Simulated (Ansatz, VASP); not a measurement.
Given: the input of a run of Ansatz 0.2.0 on Rb2Mg.

The input input.yaml:

```yaml
crystal:
  lattice:
    - [8.9781142512, -4.0800844379, 0.0]
    - [8.9781142512, 4.0800844379, 0.0]
    - [0.0, 0.0, 5.6551651108]
  atoms:
    - { symbol: Rb, position: [0.591996, 0.13193, 0.75] }
    - { symbol: Rb, position: [0.13193, 0.591996, 0.25] }
    - { symbol: Rb, position: [0.408004, 0.86807, 0.25] }
    - { symbol: Rb, position: [0.86807, 0.408004, 0.75] }
    - { symbol: Mg, position: [0.091407, 0.908593, 0.75] }
    - { symbol: Mg, position: [0.908593, 0.091407, 0.25] }
hamiltonian:
  xc: pbe
  pseudopotentials: { kind: paw }
kpoints:
  mp_grid: { grid: [4, 4, 5] }
scf:
  occupations: { method: fermi_dirac, width: 0.05 }
output:
  forces: true
  stress: true
  eigenvalues: true
```

Potentials or basis: Ansatz PAW.

Launch:

```bash
$ ansatz run input.yaml --threads 2 --pin off --max-ram 5120MiB --backend cpu --events-out ev --progress --plain --runs-dir out
```

Task: Translate it to VASP 6.6.1. Potentials there: VASP PAW PBE potentials, release 64 (Rb_sv, Mg).

Result: As run (the cutoff follows the program's own potentials):

INCAR

```
PREC = Accurate
ENCUT = 520
EDIFF = 1E-7
ISMEAR = -1
SIGMA = 0.05
LREAL = False
LASPH = True
NELM = 80
ALGO = Normal
ISIF = 2
LWAVE = False
LCHARG = False
GGA = PE
NBANDS = 29
```

The input KPOINTS:

```
Automatic mesh
0
Gamma
  4 4 5
```

Contents of POSCAR:

```
Rb2Mg
1.0
    8.9781142512     -4.0800844379      0.0000000000
    8.9781142512      4.0800844379      0.0000000000
    0.0000000000      0.0000000000      5.6551651108
Rb Mg
4 2
Direct
    0.5919960000      0.1319300000      0.7500000000
    0.1319300000      0.5919960000      0.2500000000
    0.4080040000      0.8680700000      0.2500000000
    0.8680700000      0.4080040000      0.7500000000
    0.0914070000      0.9085930000      0.7500000000
    0.9085930000      0.0914070000      0.2500000000
```

Potentials or basis: VASP PAW PBE potentials, release 64 (Rb_sv, Mg).

Command:

```console
$ cat potpaw_PBE.64/Rb_sv/POTCAR potpaw_PBE.64/Mg/POTCAR > POTCAR
$ mpirun -np 1 vasp_std > vasp.out
```

Both were run:

|  | VASP | Ansatz | Ansatz less VASP |
| --- | --- | --- | --- |
| gap on the k mesh at the Fermi level (eV) | none | none | - |
| pressure (GPa) | -0.1 | -0.1 | 0.00 |
| largest component of the traceless stress (GPa) | 0.17 | 0.17 | -0.002 |
| rms of the force components (eV/Å) | 0.024 | 0.023 | -0.0009 |

Atom by atom the forces differ by 0.001 eV/Å (rms over components). A gap of «none» marks a metal or a gap that the smearing closes. With one functional, cell and mesh, what is left measures potentials, basis and numerics. The two sets of potentials don't hold the same shells in valence.
